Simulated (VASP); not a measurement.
Calculation: LDA (Ceperley-Alder, Perdew-Zunger), VASP's LDA PAW potentials (set 64) (plane waves; VASP).

A VASP calculation is set up with these files.

File POSCAR:
```
MoTe2 monolayer
1
    3.4759193182     0.0000000000     0.0000000000
   -1.7379596591     3.0102340255     0.0000000000
    0.0000000000     0.0000000000    19.3280715349
Te Mo
2 1
Direct
  0.3333330000   0.6666670000   0.5918720000
  0.3333330000   0.6666670000   0.4081280000
  0.6666670000   0.3333330000   0.5000000000
```

KPOINTS:
```
Automatic mesh
0
Gamma
12 12 1
0 0 0
```

### INCAR
```
# general
SYSTEM  = MoTe2 monolayer
PREC    = Normal
ENCUT   = 400   # plane-wave cut-off (eV)
LREAL   = .FALSE.   # projection in real space or not
LASPH   = .TRUE.

# electronic loop
EDIFF   = 1E-5   # SCF stop (eV)
NELM    = 100   # most electronic steps
NELMIN  = 4
ALGO    = Normal   # blocked Davidson
LMAXMIX = 4   # l cut-off of mixed one-centre charges

# smearing
ISMEAR  = 0
SIGMA   = 0.05   # width (eV)

# ions
IBRION  = 2
NSW     = 50   # most ionic steps
ISIF    = 4   # ions and shape, fixed volume
EDIFFG  = -0.03   # ionic stop

# output
LWAVE   = .TRUE.
LCHARG  = .FALSE.
```

POTCAR, in this order: Te Mo_sv (LDA.64 set). Program: vasp_std.

Unless said otherwise, spin-orbit coupling is left out, though it shifts the bands of the heavy elements here.

Predict the energy per atom (σ→0), band gap (on the k-mesh).

```
Quantity                          Result
------------------------  --------------
energy per atom (σ→0)     -6.823 eV/atom
band gap (on the k-mesh)         1.25 eV
```

### OSZICAR
```
...
   2 F= -.20469867E+02 E0= -.20469867E+02  d E =-.533484E-02
       N       E                     dE             d eps       ncg     rms          rms(c)
DAV:   1    -0.204715762466E+02   -0.17186E-02   -0.46633E-02   648   0.191E+00    0.206E-01
DAV:   2    -0.204706327043E+02    0.94354E-03   -0.43995E-03   757   0.382E-01    0.124E-01
DAV:   3    -0.204704190154E+02    0.21369E-03   -0.13146E-03   720   0.235E-01    0.823E-02
DAV:   4    -0.204702855911E+02    0.13342E-03   -0.39589E-04   833   0.111E-01    0.393E-02
DAV:   5    -0.204702838628E+02    0.17283E-05   -0.98065E-05   829   0.613E-02
   3 F= -.20470284E+02 E0= -.20470284E+02  d E =-.575161E-02
```

The cell is a sheet with vacuum, built from MoTe2 (2H layered).
